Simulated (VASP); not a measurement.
CdF2:

```
Cd F
1.0
     0.00000    2.69710    2.69710
     2.69710    0.00000    2.69710
     2.69710    2.69710    0.00000
Cd F
1 2
Cartesian
  0.0000 0.0000 0.0000
  1.3486 1.3486 1.3486
  4.0457 4.0457 4.0457
```

```yaml
Program: VASP 6.6.1
Task: relaxation of cell and atoms
Functional: PBE
Potentials_or_basis: VASP PAW PBE potentials, release 64 (Cd, F)
Cutoff: 600 eV
k_mesh: 8 × 8 × 8
Occupations: gaussian, width 0.0233 eV
Spin: no spin polarisation
```

At the start: pressure 5.5 GPa; volume 13.08 Å³/atom.

Problem. How do energy, volume and symmetry change on relaxing?

Solution. Over 3 steps the energy falls by 11.7 meV/atom and the volume is 13.79 Å³/atom (+5.4 %); space group Fm-3m (No. 225, to 0.05 Å).

The path:
| step | energy change (eV) | largest force (eV/Å) | pressure (GPa) | volume (Å³) |
| --- | --- | --- | --- | --- |
| 1 | 0.0000 | 0.0000 | 5.54 | 39.24 |
| 2 | -0.0334 | 0.0000 | -1.04 | 41.87 |
| 3 | -0.0351 | 0.0000 | -0.04 | 41.37 |

Final structure:
```
Cd F
1.0
     0.00000    2.74508    2.74508
     2.74508    0.00000    2.74508
     2.74508    2.74508    0.00000
Cd F
1 2
Direct
  0.00000 0.00000 0.00000
  0.25000 0.25000 0.25000
  0.75000 0.75000 0.75000
```
